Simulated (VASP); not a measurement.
Method: PBEsol GGA, VASP's PBE PAW potentials (set 64) (plane waves; VASP).

A VASP calculation is set up with these files.

KPOINTS:
```
K-points
0
Gamma
 9 9 9
0 0 0
```

### INCAR
```
ALGO=Normal
EDIFF=1E-7
ENCUT=520
GGA=PS
ISIF=2
ISMEAR=0
LASPH=.TRUE.
LCHARG=.FALSE.
LREAL=.FALSE.
LWAVE=.FALSE.
NELM=100
PREC=Accurate
SIGMA=0.05
SYSTEM=KF
```

**POSCAR**
```
KF
1
    0.0000000000     2.6820813724     2.6820813724
    2.6820813724     0.0000000000     2.6820813724
    2.6820813724     2.6820813724     0.0000000000
K F
1 1
Direct
  0.0000000000   0.0000000000   0.0000000000
  0.5000000000   0.5000000000   0.5000000000
```

POTCAR, in this order: K_sv F (PBE.64 set). Program: vasp_std.

What VASP printed:

### OSZICAR
```
       N       E                     dE             d eps       ncg     rms          rms(c)
DAV:   1     0.117810175877E+03    0.11781E+03   -0.84964E+03   840   0.130E+03
DAV:   2    -0.456615777415E+01   -0.12238E+03   -0.11231E+03  1076   0.328E+02
DAV:   3    -0.951256282937E+01   -0.49464E+01   -0.49183E+01  1072   0.627E+01
DAV:   4    -0.964598851261E+01   -0.13343E+00   -0.13334E+00  1296   0.889E+00
DAV:   5    -0.964729901819E+01   -0.13105E-02   -0.13105E-02  1064   0.910E-01    0.587E+00
DAV:   6    -0.855417985148E+01    0.10931E+01   -0.37733E+00   936   0.173E+01    0.385E+00
DAV:   7    -0.852204596976E+01    0.32134E-01   -0.12566E-01  1124   0.315E+00    0.232E+00
DAV:   8    -0.851569194931E+01    0.63540E-02   -0.55308E-02   924   0.275E+00    0.223E-01
DAV:   9    -0.851738175702E+01   -0.16898E-02   -0.77336E-03  1092   0.736E-01    0.124E-01
DAV:  10    -0.851775679812E+01   -0.37504E-03   -0.97917E-04  1012   0.310E-01    0.718E-02
DAV:  11    -0.851798114813E+01   -0.22435E-03   -0.44403E-04   892   0.164E-01    0.242E-02
DAV:  12    -0.851796759104E+01    0.13557E-04   -0.82115E-05  1092   0.785E-02    0.783E-03
DAV:  13    -0.851796747787E+01    0.11317E-06   -0.54221E-06   924   0.230E-02    0.242E-03
DAV:  14    -0.851796747889E+01   -0.10145E-08   -0.58663E-07  1060   0.669E-03
   1 F= -.85179675E+01 E0= -.85179675E+01  d E =-.105477E-20
```

**OUTCAR**
```
------------------------ aborting loop because EDIFF is reached ----------------------------------------
  FORCE on cell =-STRESS in cart. coord.  units (eV):
  Direction    XX          YY          ZZ          XY          YZ          ZX
  --------------------------------------------------------------------------------------
  Total       -0.2329676     -0.2329676     -0.2329676     -0.0000000      0.0000000     -0.0000000
  in kB       -9.6729803     -9.6729803     -9.6729803     -0.0000000      0.0000000     -0.0000000
  external PRESSURE =      -9.6729803 kB  Pullay stress =       0.0000000 kB
  volume of cell :       38.59
      direct lattice vectors                 reciprocal lattice vectors
     0.000000000  2.682081372  2.682081372    -0.186422383  0.186422383  0.186422383
     2.682081372  0.000000000  2.682081372     0.186422383 -0.186422383  0.186422383
     2.682081372  2.682081372  0.000000000     0.186422383  0.186422383 -0.186422383
  FREE ENERGIE OF THE ION-ELECTRON SYSTEM (eV)
  ---------------------------------------------------
  free  energy   TOTEN  =        -8.5179674789 eV

  energy  without entropy=       -8.5179674789  energy(sigma->0) =       -8.51796748
```
(Selected blocks of OUTCAR.)

The compound is KF in the rock salt structure. This cell is one point of a volume scan, at 1.03 of the reference volume.
